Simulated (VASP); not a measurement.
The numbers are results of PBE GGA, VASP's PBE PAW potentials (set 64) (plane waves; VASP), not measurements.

VASP input:

**INCAR**
```
SYSTEM = Te
PREC = Accurate; ENCUT = 400; LREAL = .FALSE.
LASPH = .TRUE.; ADDGRID = .TRUE.
EDIFF = 1E-6; NELM = 100; ALGO = Normal
LMAXMIX = 4
ISMEAR = 0; SIGMA = 0.05
GGA = PE
ISIF = 2
LWAVE = .FALSE.; LCHARG = .FALSE.
```

KPOINTS:
```
Regular mesh
0
gamma
6 6 4
```

### POSCAR
```
Te
11.860
  0.1880269815  -0.3256722597   0.0000000000
  0.1880269815   0.3256722597   0.0000000000
  0.0000000000   0.0000000000   0.5000000000
Te
3
Cartesian
  0.0494510961   0.0856518043   0.3333335000
  0.2771517707  -0.0000000000   0.0000000000
  0.0494510961  -0.0856518043   0.1666665000
```

POTCAR, in this order: Te (PBE.64 set). Program: vasp_std.

Unless said otherwise, spin-orbit coupling is left out, though it shifts the bands of the heavy elements here.

### Question
Predict the energy per atom (σ→0), pressure, largest force, band gap (on the k-mesh).

### Answer

| Quantity | Value |
|---|---|
| energy per atom (σ→0) | -3.132 eV/atom |
| band gap (on the k-mesh) | 0.16 eV |
| pressure | 1.99 GPa |
| largest force | 0.318 eV/Å |

OSZICAR:
```
...
DAV:   6    -0.940071212027E+01    0.17895E-01   -0.21282E-02   649   0.993E-01    0.786E+00
DAV:   7    -0.939816169303E+01    0.25504E-02   -0.44953E-02   644   0.148E+00    0.321E-01
DAV:   8    -0.939736681672E+01    0.79488E-03   -0.85429E-03   644   0.596E-01    0.171E-01
DAV:   9    -0.939740421290E+01   -0.37396E-04   -0.24311E-04   829   0.118E-01    0.117E-01
DAV:  10    -0.939745167477E+01   -0.47462E-04   -0.59277E-05   654   0.552E-02    0.224E-02
DAV:  11    -0.939744544935E+01    0.62254E-05   -0.23042E-05   649   0.331E-02    0.171E-02
DAV:  12    -0.939744557821E+01   -0.12886E-06   -0.25677E-06   515   0.105E-02
   1 F= -.93974456E+01 E0= -.93974051E+01  d E =-.810490E-04
```

The compound is Te in the trig structure. The cell was not relaxed at this level. The run is one of a series of settings (ADDGRID = .TRUE. against the base run), some of them coarse on purpose.
